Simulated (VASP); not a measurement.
Calculation: LDA (Ceperley-Alder, Perdew-Zunger), VASP's LDA PAW potentials (set 64) (plane waves; VASP).

VASP input:

File POSCAR:
```
ZnCu2SiTe4
1
   -2.9885450000     2.9885450000     5.9464150000
    2.9885450000    -2.9885450000     5.9464150000
    2.9885450000     2.9885450000    -5.9464150000
Zn Si Cu Te
1 1 2 4
Direct
  0.0000000000   0.0000000000   0.0000000000
  0.5000000000   0.5000000000   0.0000000000
  0.7500000000   0.2500000000   0.5000000000
  0.2500000000   0.7500000000   0.5000000000
  0.3876700000   0.8714700000   0.0000000000
  0.1285300000   0.1285300000   0.5162000000
  0.8714700000   0.3876700000   0.0000000000
  0.6123300000   0.6123300000   0.4838000000
```

### KPOINTS
```
Regular mesh
0
Gamma
 3 3 3
0 0 0
```

### INCAR
```
SYSTEM  =  ZnCu2SiTe4
PREC  =  Accurate; ENCUT  =  300; LREAL  =  F
LASPH  =  T
EDIFF  =  1E-8; NELM  =  100; ALGO  =  Normal
LMAXMIX  =  4
ISMEAR  =  -1; SIGMA  =  0.1
IBRION  =  8; NSW  =  1; ISIF  =  2
LWAVE  =  F; LCHARG  =  F
LEPSILON  =  T
```

POTCAR, in this order: Zn Si Cu Te (LDA.64 set). Program: vasp_std.

**Question.** What will the output report for the number of irreducible k-points (NKPTS), largest plane-wave count, number of space-group operations, FFT grid (NGX, NGY, NGZ)?

**Answer.** 
| Quantity | Value |
|---|---|
| number of irreducible k-points (NKPTS) | 6 |
| largest plane-wave count | 2524 |
| number of space-group operations | 8 |
| FFT grid (NGX, NGY, NGZ) | 42 × 42 × 42 |

The structure comes from a computed database's ZnCu2SiTe4 entry (I-42m); how it stands against other phases isn't given here. The cell was not relaxed at this level. The k-mesh is coarse (spacing up to 0.50 per Å, 2π included), so the numbers may not be converged in it. The run is one of a series of settings (EDIFF = 1E-8, GGA removed, IBRION = 8, LEPSILON = .TRUE., NSW = 1, POTCAR Zn Si Cu Te (LDA.64 set) against the base run), some of them coarse on purpose.
